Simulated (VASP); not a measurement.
Output of a VASP run:

OSZICAR:
```
...
  11 F= -.34139497E+02 E0= -.34140133E+02  d E =-.283163E-02  mag=     6.8246
       N       E                     dE             d eps       ncg     rms          rms(c)
DAV:   1    -0.341362456797E+02    0.32508E-02   -0.19716E-01  7862   0.122E+01    0.476E-01
DAV:   2    -0.341401176577E+02   -0.38720E-02   -0.51032E-02  5409   0.181E+00    0.249E-01
DAV:   3    -0.341401749498E+02   -0.57292E-04   -0.17017E-03  5704   0.427E-01    0.110E-01
DAV:   4    -0.341401710526E+02    0.38972E-05   -0.11882E-04  6290   0.130E-01    0.582E-02
DAV:   5    -0.341401632891E+02    0.77635E-05   -0.14938E-05  6550   0.492E-02    0.287E-02
DAV:   6    -0.341401606230E+02    0.26660E-05   -0.85571E-06  6463   0.389E-02    0.119E-02
DAV:   7    -0.341401610052E+02   -0.38217E-06   -0.26534E-06  4904   0.168E-02
  12 F= -.34140161E+02 E0= -.34140734E+02  d E =-.664501E-03  mag=     6.8312
       N       E                     dE             d eps       ncg     rms          rms(c)
DAV:   1    -0.341248629564E+02    0.15298E-01   -0.80311E-01  7846   0.246E+01    0.974E-01
DAV:   2    -0.341408095871E+02   -0.15947E-01   -0.21037E-01  5409   0.368E+00    0.520E-01
DAV:   3    -0.341410602722E+02   -0.25069E-03   -0.70814E-03  5744   0.866E-01    0.235E-01
DAV:   4    -0.341410764653E+02   -0.16193E-04   -0.47473E-04  6256   0.260E-01    0.129E-01
DAV:   5    -0.341410454717E+02    0.30994E-04   -0.66351E-05  6659   0.103E-01    0.663E-02
DAV:   6    -0.341410281166E+02    0.17355E-04   -0.43210E-05  7051   0.871E-02    0.294E-02
DAV:   7    -0.341410300612E+02   -0.19446E-05   -0.13568E-05  5694   0.368E-02    0.130E-02
DAV:   8    -0.341410301791E+02   -0.11785E-06   -0.85576E-07  2895   0.147E-02
  13 F= -.34141030E+02 E0= -.34141422E+02  d E =-.153368E-02  mag=     6.8477
       N       E                     dE             d eps       ncg     rms          rms(c)
DAV:   1    -0.340755666677E+02    0.65463E-01   -0.32237E+00  7830   0.491E+01    0.202E+00
DAV:   2    -0.341402957170E+02   -0.64729E-01   -0.85507E-01  5406   0.741E+00    0.112E+00
DAV:   3    -0.341410624403E+02   -0.76672E-03   -0.29887E-02  5953   0.176E+00    0.509E-01
DAV:   4    -0.341413380398E+02   -0.27560E-03   -0.19110E-03  6186   0.528E-01    0.293E-01
DAV:   5    -0.341413181804E+02    0.19859E-04   -0.32300E-04  6436   0.210E-01    0.175E-01
DAV:   6    -0.341412255991E+02    0.92581E-04   -0.24133E-04  6850   0.190E-01    0.854E-02
DAV:   7    -0.341412283678E+02   -0.27687E-05   -0.76408E-05  6076   0.931E-02    0.350E-02
DAV:   8    -0.341412297538E+02   -0.13860E-05   -0.88983E-06  5557   0.404E-02    0.145E-02
DAV:   9    -0.341412299094E+02   -0.15559E-06   -0.86882E-07  2826   0.112E-02
  14 F= -.34141230E+02 E0= -.34141088E+02  d E =-.173341E-02  mag=     6.9025
       N       E                     dE             d eps       ncg     rms          rms(c)
DAV:   1    -0.341355471535E+02    0.56826E-02   -0.29526E-01  7826   0.149E+01    0.608E-01
DAV:   2    -0.341412648888E+02   -0.57177E-02   -0.76664E-02  5403   0.223E+00    0.314E-01
DAV:   3    -0.341413586947E+02   -0.93806E-04   -0.26611E-03  5685   0.530E-01    0.130E-01
DAV:   4    -0.341413616855E+02   -0.29909E-05   -0.19075E-04  6153   0.164E-01    0.745E-02
DAV:   5    -0.341413549463E+02    0.67392E-05   -0.27316E-05  6322   0.581E-02    0.376E-02
DAV:   6    -0.341413482304E+02    0.67159E-05   -0.12168E-05  6648   0.460E-02    0.160E-02
DAV:   7    -0.341413482348E+02   -0.44529E-08   -0.42778E-06  5125   0.232E-02
  15 F= -.34141348E+02 E0= -.34141387E+02  d E =-.185173E-02  mag=     6.8816
```

### OUTCAR
```
------------------------ aborting loop because EDIFF is reached ----------------------------------------
  FORCE on cell =-STRESS in cart. coord.  units (eV):
  Direction    XX          YY          ZZ          XY          YZ          ZX
  --------------------------------------------------------------------------------------
  Total       -0.0704553     -0.0704553     -0.0513917      0.0000000      0.0000000     -0.0000000
  in kB       -2.5004314     -2.5004314     -1.8238709      0.0000000      0.0000000     -0.0000000
  external PRESSURE =      -2.2749112 kB  Pullay stress =       0.0000000 kB
  volume of cell :       45.14
      direct lattice vectors                 reciprocal lattice vectors
     3.887647260  0.000000000  0.000000000     0.257224983  0.000000000  0.000000000
     0.000000000  3.887647260 -0.000000000    -0.000000000  0.257224983  0.000000000
    -0.000000000 -0.000000000  2.987002119    -0.000000000  0.000000000  0.334783827
 POSITION                                       TOTAL-FORCE (eV/Angst)
 -----------------------------------------------------------------------------------
      1.94382     -0.00000      0.09456         0.000000      0.000000     -0.010483
     -0.00000      1.94382      2.89244        -0.000000     -0.000000      0.010483
     -0.00000      0.00000      0.00000         0.000000     -0.000000      0.000000
      1.94382      1.94382      0.00000         0.000000      0.000000      0.000000
 -----------------------------------------------------------------------------------
    total drift:                                0.000000     -0.000000      0.000000
  FREE ENERGIE OF THE ION-ELECTRON SYSTEM (eV)
  ---------------------------------------------------
  free  energy   TOTEN  =       -34.1413482348 eV

  energy  without entropy=      -34.1414644146  energy(sigma->0) =      -34.14138696

 total charge

# of ion       s       p       d       tot
------------------------------------------
    1        0.298   6.275   5.083  11.656
    2        0.298   6.275   5.083  11.656
    3        1.550   3.476   0.000   5.027
    4        1.550   3.476   0.000   5.027
--------------------------------------------------
tot          3.696  19.503  10.166  33.365

 magnetization (x)

# of ion       s       p       d       tot
------------------------------------------
    1        0.022   0.018   3.165   3.204
    2        0.022   0.018   3.165   3.204
    3        0.004   0.098   0.000   0.102
    4        0.004   0.098   0.000   0.102
--------------------------------------------------
tot          0.051   0.231   6.329   6.611

 reached required accuracy - stopping structural energy minimisation
```
(Selected blocks of OUTCAR.)

POSCAR:
```
MnO
1
    3.8724726444     0.0000000000    -0.0000000000
   -0.0000000000     3.8724726444     0.0000000000
   -0.0000000000     0.0000000000     3.0636439565
Mn O
2 2
Direct
  0.5000000000   0.0000000000   0.0637460552
  0.0000000000   0.5000000000   0.9362539448
  0.0000000000   1.0000000000   0.0000000000
  0.5000000000   0.5000000000   0.0000000000
```

Write an INCAR and KPOINTS that could have produced this output.

Several could match; the one computed here: the input of the run itself, PBEsol GGA, plane waves, VASP's PBE PAW potentials (set 64).

File KPOINTS:
```
Automatic mesh
0
Gamma
7 7 9
0 0 0
```

**INCAR**
```
SYSTEM  =  MnO
PREC  =  Accurate; ENCUT  =  520; LREAL  =  .FALSE.
LASPH  =  .TRUE.
EDIFF  =  1E-6; NELM  =  100; ALGO  =  Normal
LMAXMIX  =  4
ISMEAR  =  1; SIGMA  =  0.1
GGA  =  PS
MAGMOM  =  2*4.0 2*0.0
ISPIN  =  2
IBRION  =  2; NSW  =  60; ISIF  =  3
EDIFFG  =  -0.02
LWAVE  =  .FALSE.; LCHARG  =  .FALSE.; LORBIT  =  10
```

POTCAR, in this order: Mn_pv O (PBE.64 set). Program: vasp_std.

The moments were started parallel, and other spin orders were not tried in this run.

The structure was generated: MnO was put into the litharge type (P4/nmm), which need not be its known phase. This run relaxes it. Symmetry was kept, so distortions that lower it aren't found. The start is the result of an earlier pass.
